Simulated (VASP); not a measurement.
Crystal: TiTe2.

```
Ti Te
1.0
     3.77700    0.00000    0.00000
    -1.88850    3.27098    0.00000
     0.00000    0.00000    6.49800
Ti Te
1 2
Direct
  0.00000 0.00000 0.00000
  0.66667 0.33333 0.26280
  0.33333 0.66667 0.73720
```

- Program: VASP 6.6.1
- Task: relaxation of cell and atoms
- Functional: PBEsol
- Potentials or basis: VASP PAW PBE potentials, release 64 (Ti_sv, Te)
- Cutoff: 600 eV
- k mesh: 12 × 12 × 6
- Occupations: methfessel-paxton, width 0.1 eV
- Spin: no spin polarisation

At the start: pressure -2.2 GPa; volume 26.76 Å³/atom.

Question: Where does the relaxation end?

Answer: Over 16 steps the energy falls by 9.6 meV/atom and the volume is 25.43 Å³/atom (-5.0 %); space group P-3m1 (No. 164, to 0.05 Å).

The path:
```
step  energy change (eV)  largest force (eV/Å)  pressure (GPa)  volume (Å³)
   1              0.0000                0.0923           -2.23        80.28
   2             -0.0128                0.4067            1.58        76.02
   3             -0.0205                0.2110            0.04        77.59
   4             -0.0257                0.1300           -0.01        77.21
   5             -0.0274                0.0329           -0.04        76.76
   6             -0.0274                0.0455           -0.02        76.82
   7             -0.0274                0.0493           -0.02        76.84
   8             -0.0279                0.0357           -0.07        76.78
   9             -0.0286                0.0052           -0.22        76.61
  10             -0.0289                0.0202            0.01        76.31
  11             -0.0289                0.0236            0.03        76.27
  12             -0.0289                0.0302            0.10        76.19
  13             -0.0289                0.0245            0.08        76.26
  14             -0.0289                0.0037           -0.07        76.35
  15             -0.0289                0.0123           -0.04        76.31
  16             -0.0289                0.0087           -0.04        76.29
```

Final structure:
```
CELL_PARAMETERS angstrom
3.69838 0.00000 0.00000
-1.84919 3.20289 0.00000
0.00000 0.00000 6.44050
ATOMIC_POSITIONS crystal
Ti 0.00000 0.00000 0.00000
Te 0.66667 0.33333 0.26744
Te 0.33333 0.66667 0.73256
```

Caveat: the PAW data sets were made with another functional, which shifts forces and pressure a little; this functional lacks dispersion, which binds the layers, so the pressure and a relaxed spacing across them are unreliable.
